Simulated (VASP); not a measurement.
```xyz
1
Lattice="-2.1300 2.1300 2.1300 2.1300 -2.1300 2.1300 2.1300 2.1300 -2.1300" Properties=species:S:1:pos:R:3 pbc="T T T"
Na     0.0000     0.0000     0.0000
```

The base run (VASP): PBE GGA, plane waves, VASP's PBE PAW potentials (set 64). Numerical set-up: 400 eV cut-off, 11×11×11 Γ-centred mesh, first-order Methfessel-Paxton smearing of 0.10 eV, potentials Na_pv.

The base run took about 9 core-seconds. The timings are rough (shared machines, no repeats); factors under 2 mean little.

Pressures at a finite cut-off, here 400 eV, hold a Pulay part, which wasn't tested here.

```csv
setting,cost over the base run,electronic steps,pressure (GPa)
base run,reference,9,-0.51
GGA = RE,within a factor of 2,9,-0.06
IVDW = 13,within a factor of 2,9,-0.56
IVDW = 11,within a factor of 2,9,-0.69
"AGGAC = 0.0, GGA = BO, LUSE_VDW = .TRUE., PARAM1 = 0.1833333333, PARAM2 = 0.22",about 4 times,10,-0.68
"GGA removed, LMIXTAU = .TRUE., METAGGA = SCAN",about 10 times,33,-0.74
"GGA removed, LMIXTAU = .TRUE., METAGGA = R2SCAN",about 10 times,30,-0.44
```

Left out are runs that failed, have no time on record or changed the cell.

The compound is Na in the bcc structure. The cell was not relaxed at this level.
